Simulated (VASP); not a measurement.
Data:

```yaml
crystal:
  lattice:
    - [0.00000, 2.25264, 2.25264]
    - [2.25264, 0.00000, 2.25264]
    - [2.25264, 2.25264, 0.00000]
  atoms:
    - { symbol: B, position: [0.00000, 0.00000, 0.00000] }
    - { symbol: P, position: [0.25000, 0.25000, 0.25000] }
```

All values below come from PBE GGA with D3 dispersion (Becke-Johnson damping), VASP's PBE PAW potentials (set 64) (plane waves; VASP). Numerical set-up: 520 eV cut-off, Gaussian smearing of 0.050 eV, potentials B P.

**Question.** Give the energies of bands 2 to 7 at the high-symmetry points, in eV from the valence-band maximum.

**Answer.** 
| band | Γ | X | U | L | W |
|---|---|---|---|---|---|
| 2 | 0.00 | -8.70 | -8.26 | -9.19 | -8.15 |
| 3 | 0.00 | -4.19 | -6.36 | -1.78 | -5.80 |
| 4 | 0.00 | -4.19 | -3.57 | -1.78 | -5.60 |
| 5 | 3.43 | 1.29 | 2.13 | 3.91 | 5.33 |
| 6 | 3.43 | 1.64 | 6.05 | 4.73 | 6.82 |
| 7 | 3.43 | 12.33 | 9.88 | 4.73 | 7.38 |

The gap is indirect, 1.21 eV, from the valence maximum at Γ to the conduction minimum at Γ-X at 0.86.

The compound is BP in the zinc blende structure. It was relaxed first.
